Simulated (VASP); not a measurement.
Consider the following.

```yaml
crystal:
  lattice:
    - [0.00000, 3.13357, 3.13357]
    - [3.13357, 0.00000, 3.13357]
    - [3.13357, 3.13357, 0.00000]
  atoms:
    - { symbol: P, position: [0.00000, 0.00000, 0.00000] }
    - { symbol: Nb, position: [0.50000, 0.50000, 0.50000] }
    - { symbol: Nb, position: [0.25000, 0.25000, 0.25000] }
    - { symbol: Nb, position: [0.75000, 0.75000, 0.75000] }
```

Method: r2SCAN meta-GGA, VASP's PBE PAW potentials (set 64) (plane waves; VASP 6.6.1). Numerical set-up: 480 eV cut-off, 8×8×8 Γ-centred mesh, first-order Methfessel-Paxton smearing of 0.10 eV, potentials P Nb_sv.

Problem. Predict the energy per atom (σ→0), pressure, band gap (on the k-mesh) with the smallest direct gap where there is one.

Solution. 
| Item | Value |
|---|---|
| band gap (on the k-mesh) | none (metal, semimetal or under 0.01 eV) |
| energy per atom (σ→0) | -20.978 eV/atom |
| pressure | 9.13 GPa |

Only differences to runs with the same potentials and settings are physical.

The structure was generated: Nb3P was put into the D03 type (Fm-3m), which need not be its known phase. This cell was strained or had an atom moved on purpose.
